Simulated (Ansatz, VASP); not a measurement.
Hf3Be: VASP beside Ansatz

Contents of INCAR:

```
SYSTEM = Hf3Be
  PREC = Accurate
  ENCUT = 520
  EDIFF = 1E-7
  ISMEAR = -1
  SIGMA = 0.05
  LREAL = .FALSE.
  LASPH = .TRUE.
  NELM = 80
  ALGO = Normal
  ISIF = 2
  LWAVE = .FALSE.
  LCHARG = .FALSE.
  GGA = PE
  NBANDS = 24
```

KPOINTS

```
Automatic mesh
0
G
  9 9 9
  0 0 0
```

File POSCAR:

```
Hf3Be
1.0
   -2.0492941394      2.0492941394      4.2641833922
    2.0492941394     -2.0492941394      4.2641833922
    2.0492941394      2.0492941394     -4.2641833922
Hf Be
3 1
Direct
    0.5000000000      0.5000000000      0.0000000000
    0.2500000000      0.7500000000      0.5000000000
    0.7500000000      0.2500000000      0.5000000000
    0.0000000000      0.0000000000      0.0000000000
```

File input.yaml:

```yaml
crystal:
  lattice:
    - [-2.0492941394, 2.0492941394, 4.2641833922]
    - [2.0492941394, -2.0492941394, 4.2641833922]
    - [2.0492941394, 2.0492941394, -4.2641833922]
  atoms:
    - { symbol: Hf, position: [0.5, 0.5, 0.0] }
    - { symbol: Hf, position: [0.25, 0.75, 0.5] }
    - { symbol: Hf, position: [0.75, 0.25, 0.5] }
    - { symbol: Be, position: [0.0, 0.0, 0.0] }
hamiltonian:
  xc: pbe
  pseudopotentials: { kind: paw }
kpoints:
  mp_grid: { grid: [9, 9, 9] }
scf:
  occupations: { method: fermi_dirac, width: 0.05 }
output:
  forces: true
  stress: true
  eigenvalues: true
```

Change from the starting cell: volume scaled by 0.94.

Alike in both runs: task single point; functional PBE; k mesh 9 × 9 × 9; occupations fermi-dirac, width 0.05 eV; no spin polarisation.

|  | VASP | Ansatz |
| --- | --- | --- |
| version | VASP 6.6.1 | Ansatz 0.2.0 |
| potentials or method | VASP PAW PBE potentials, release 64 (Hf_pv, Be) | Ansatz PAW |
| plane-wave cutoff (eV) | 520 | 420 |
| valence electrons in the cell | 32 | 80 |

```tsv
	VASP	Ansatz	Ansatz less VASP
gap on the k mesh at the Fermi level (eV)	none	none	-
pressure (GPa)	6.8	7.1	+0.32
largest component of the traceless stress (GPa)	0.20	0.17	-0.024
```

A gap of «none» marks a metal or a gap that the smearing closes. The two sets of potentials don't hold the same shells in valence.

The runs have no spin-orbit coupling, so splittings on Hf are missing.
